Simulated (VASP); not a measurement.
These are LDA (Ceperley-Alder, Perdew-Zunger), VASP's LDA PAW potentials (set 64) (plane waves; VASP 6.6.1) values and carry that method's errors.

Input for VASP

### INCAR
```
! general
SYSTEM =GaN
PREC   =Accurate
ENCUT  =520   ! plane-wave cut-off (eV)
LREAL  =.FALSE.   ! projection in real space or not
LASPH  =.TRUE.   ! aspherical one-centre terms
ICHARG =11

! electronic loop
EDIFF  =1E-7
NELM   =100   ! most electronic steps
ALGO   =Normal   ! blocked Davidson
LMAXMIX=4

! smearing
ISMEAR =0   ! Gaussian
SIGMA  =0.05   ! width (eV)

! output
LWAVE  =.FALSE.
LCHARG =.FALSE.
LORBIT =11   ! lm-projected
```

**POSCAR**
```
GaN
1
    1.5794044750    -2.7356087594     0.0000000000
    1.5794044750     2.7356087594     0.0000000000
    0.0000000000     0.0000000000     5.1457300867
Ga N
2 2
Direct
  0.6666670000   0.3333330000   0.5001952526
  0.3333330000   0.6666670000   0.0001952526
  0.6666670000   0.3333330000   0.8768047474
  0.3333330000   0.6666670000   0.3768047474
```

KPOINTS:
```
k-points along high-symmetry lines
10
Line-mode
Reciprocal
  0.000000   0.000000   0.000000 ! GAMMA
  0.000000   0.500000   0.000000 ! M

  0.000000   0.500000   0.000000 ! M
 -0.333333   0.666667   0.000000 ! K

 -0.333333   0.666667   0.000000 ! K
  0.000000   0.000000   0.000000 ! GAMMA

  0.000000   0.000000   0.000000 ! GAMMA
  0.000000   0.000000   0.500000 ! A

  0.000000   0.000000   0.500000 ! A
  0.000000   0.500000   0.500000 ! L

  0.000000   0.500000   0.500000 ! L
 -0.333333   0.666667   0.500000 ! H

 -0.333333   0.666667   0.500000 ! H
  0.000000   0.000000   0.500000 ! A

  0.000000   0.500000   0.500000 ! L
  0.000000   0.500000   0.000000 ! M

 -0.333333   0.666667   0.500000 ! H
 -0.333333   0.666667   0.000000 ! K
```

POTCAR, in this order: Ga_d N (LDA.64 set). Program: vasp_std. Read from the step before: CHGCAR.

Output of the run:

### OUTCAR
```
 ion  position               nearest neighbor table
   1  0.667  0.333  0.500-   4 1.93   4 1.93   4 1.93   3 1.94
   2  0.333  0.667  0.000-   3 1.93   3 1.93   3 1.93   4 1.94
   3  0.667  0.333  0.877-   2 1.93   2 1.93   2 1.93   1 1.94
   4  0.333  0.667  0.377-   1 1.93   1 1.93   1 1.93   2 1.94
  LATTYP: Found a hexagonal cell.
 ALAT       =     3.1588089180
 C/A-ratio  =     1.6290096110
 Subroutine PRICEL returns:
 Original cell was already a primitive cell.
 Subroutine GETGRP returns: Found 12 space group operations
The static configuration has the point symmetry C_3v.
 The point group associated with its full space group is C_6v.
The dynamic configuration has the point symmetry C_3v.
 Subroutine INISYM returns: Found 12 space group operations
   k-points           NKPTS =     90   k-points in BZ     NKDIM =     90   number of bands    NBANDS=     22
   number of dos      NEDOS =    301   number of ions     NIONS =      4
   total plane-waves  NPLWV =  23040
   dimension x,y,z NGX =    24 NGY =   24 NGZ =   40
   dimension x,y,z NGXF=    48 NGYF=   48 NGZF=   80
   ions per type =               2   2
   PREC   = accura    normal or accurate (medium, high low for compatibility)
   ISTART =      0    job   : 0-new  1-cont  2-samecut
   ICHARG =     11    charge: 1-file 2-atom 10-const
   ISPIN  =      1    spin polarized calculation?
...
```

### OSZICAR
```
       N       E                     dE             d eps       ncg     rms          rms(c)
DAV:   1     0.267939874456E+03    0.26794E+03   -0.18568E+04  4136   0.311E+03
DAV:   2     0.645183485718E+01   -0.26149E+03   -0.25446E+03  4292   0.541E+02
DAV:   3    -0.256708751957E+02   -0.32123E+02   -0.31523E+02  4614   0.148E+02
DAV:   4    -0.268512953898E+02   -0.11804E+01   -0.11771E+01  5284   0.293E+01
DAV:   5    -0.268729146704E+02   -0.21619E-01   -0.21601E-01  4526   0.351E+00
DAV:   6    -0.268740014128E+02   -0.10867E-02   -0.10866E-02  6130   0.709E-01
DAV:   7    -0.268740117406E+02   -0.10328E-04   -0.10327E-04  4634   0.604E-02
DAV:   8    -0.268740120338E+02   -0.29315E-06   -0.29317E-06  5868   0.962E-03
DAV:   9    -0.268740120392E+02   -0.54160E-08   -0.53755E-08  3260   0.117E-03
   1 F= -.26874012E+02 E0= -.26874012E+02  d E =-.235258E-13
```

OUTCAR:
```
 val. band max:        5.3720880760   @ k =  -0.0000   0.0000   0.0000

 cond. band min:       7.4812982567   @ k =  -0.0000   0.0000   0.0000



 k-point     1 :       0.0000    0.0000    0.0000
  band No.  band energies     occupation
      1     -10.7161      2.00000
      2      -9.7552      2.00000
      3      -8.2060      2.00000
      4      -8.1894      2.00000
      5      -8.1894      2.00000
      6      -8.1234      2.00000
      7      -8.1234      2.00000
      8      -7.9158      2.00000
      9      -7.9158      2.00000
     10      -7.8089      2.00000
     11      -7.8089      2.00000
     12      -6.4449      2.00000
     13      -1.9438      2.00000
     14       4.2936      2.00000
     15       4.2936      2.00000
     16       5.3253      2.00000
     17       5.3721      2.00000
     18       5.3721      2.00000
     19       7.4813      0.00000
     20       9.7090      0.00000
     21      14.5643      0.00000
     22      15.2350      0.00000

 k-point     2 :       0.0000    0.0556    0.0000
  band No.  band energies     occupation
      1     -10.6831      2.00000
      2      -9.7468      2.00000
      3      -8.2038      2.00000
      4      -8.1844      2.00000
      5      -8.1788      2.00000
      6      -8.1201      2.00000
      7      -8.1168      2.00000
      8      -7.9188      2.00000
      9      -7.9164      2.00000
     10      -7.8152      2.00000
     11      -7.8081      2.00000
     12      -6.4210      2.00000
     13      -1.8978      2.00000
     14       4.0465      2.00000
     15       4.2236      2.00000
     16       5.0675      2.00000
     17       5.2950      2.00000
     18       5.3433      2.00000
     19       7.7577      0.00000
     20       9.9177      0.00000
     21      14.4915      0.00000
     22      14.9705      0.00000

 k-point     3 :       0.0000    0.1111    0.0000
  band No.  band energies     occupation
      1     -10.5880      2.00000
      2      -9.7238      2.00000
...
```

The density is held fixed in this step, so its total energy and stress have no physical meaning.

The compound is GaN in the wurtzite structure. It was relaxed first.
